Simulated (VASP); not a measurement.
All values below come from vdW-DF2, VASP's PBE PAW potentials (set 64) (plane waves; VASP).

The input files of a VASP run:

File POSCAR:
```
CoSi2
1
    0.0000000000     2.7874097071     2.7874097071
    2.7874097071     0.0000000000     2.7874097071
    2.7874097071     2.7874097071     0.0000000000
Co Si
1 2
Direct
  0.0000000000   0.0000000000   0.0000000000
  0.2500000000   0.2500000000   0.2500000000
  0.7500000000   0.7500000000   0.7500000000
```

**KPOINTS**
```
kpoints
0
gamma
10 10 10
0 0 0
```

### INCAR
```
# general
SYSTEM   = CoSi2
PREC     = Accurate
ENCUT    = 520
LREAL    = .False.
LASPH    = .True.

# electronic loop
EDIFF    = 1E-7   # SCF stop (eV)
NELM     = 100   # most electronic steps
ALGO     = Normal
LMAXMIX  = 4   # l cut-off of mixed one-centre charges

# smearing
ISMEAR   = 1
SIGMA    = 0.1

# functional
GGA      = ML
LUSE_VDW = .True.
AGGAC    = 0.0
ZAB_VDW  = -1.8867

# ions
ISIF     = 2

# output
LWAVE    = .False.
LCHARG   = .False.
```

POTCAR, in this order: Co Si (PBE.64 set). Program: vasp_std.

Q: Estimate the energy per atom (σ→0), pressure, band gap (on the k-mesh).

A: 
| Item | Result |
|---|---|
| energy per atom (σ→0) | -3.847 eV/atom |
| band gap (on the k-mesh) | none (metal, semimetal or under 0.01 eV) |
| pressure | -6.24 GPa |

### OSZICAR
```
...
DAV:  10    -0.115404906687E+02    0.17901E-04   -0.10069E-02  1480   0.161E+00    0.143E-01
DAV:  11    -0.115402703736E+02    0.22030E-03   -0.97429E-04  1684   0.648E-01    0.425E-02
DAV:  12    -0.115402903335E+02   -0.19960E-04   -0.12541E-04  1360   0.120E-01    0.203E-02
DAV:  13    -0.115402827570E+02    0.75765E-05   -0.16775E-05  1736   0.566E-02    0.592E-03
DAV:  14    -0.115402832398E+02   -0.48283E-06   -0.17965E-06  1700   0.147E-02    0.484E-03
DAV:  15    -0.115402836500E+02   -0.41020E-06   -0.44514E-07  1472   0.128E-02    0.108E-03
DAV:  16    -0.115402836756E+02   -0.25569E-07   -0.43928E-08   756   0.209E-03
   1 F= -.11540284E+02 E0= -.11540602E+02  d E =0.955679E-03
```

The compound is CoSi2 in the fluorite structure. This cell is one point of a volume scan, at 1.06 of the reference volume. The run is not spin-polarised, so no magnetic state was tried. The electron count is odd and the run is not spin-polarised, which forces a metal.
